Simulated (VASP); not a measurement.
Method: PBEsol GGA, VASP's PBE PAW potentials (set 64) (plane waves; VASP).

VASP ran on this input.

INCAR:
```
ALGO = Normal
EDIFF = 1E-7
ENCUT = 480
GGA = PS
ISIF = 2
ISMEAR = 1
LASPH = .True.
LCHARG = .False.
LREAL = .False.
LWAVE = .False.
NELM = 100
PREC = Accurate
SIGMA = 0.1
SYSTEM = K
```

KPOINTS:
```
K-points
0
G
  10 10 10
```

**POSCAR**
```
K
1
   -2.7103951054     2.6061491398     2.7103951054
    2.7103951054    -2.6061491398     2.7103951054
    2.7103951054     2.6061491398    -2.7103951054
K
1
Direct
  0.0000000000   0.0000000000   0.0000000000
```

POTCAR, in this order: K_sv (PBE.64 set). Program: vasp_std.

Q: What will the output report for the number of irreducible k-points (NKPTS), number of bands (NBANDS), largest plane-wave count, number of space-group operations, FFT grid (NGX, NGY, NGZ)?

A: 
```yaml
number of irreducible k-points (NKPTS): 102
number of bands (NBANDS): 8
largest_plane_wave_count: 1850
number_of_space_group_operations: 16
FFT grid (NGX, NGY, NGZ): 36 × 36 × 36
```

The compound is K in the bcc structure. This cell was strained or had an atom moved on purpose.
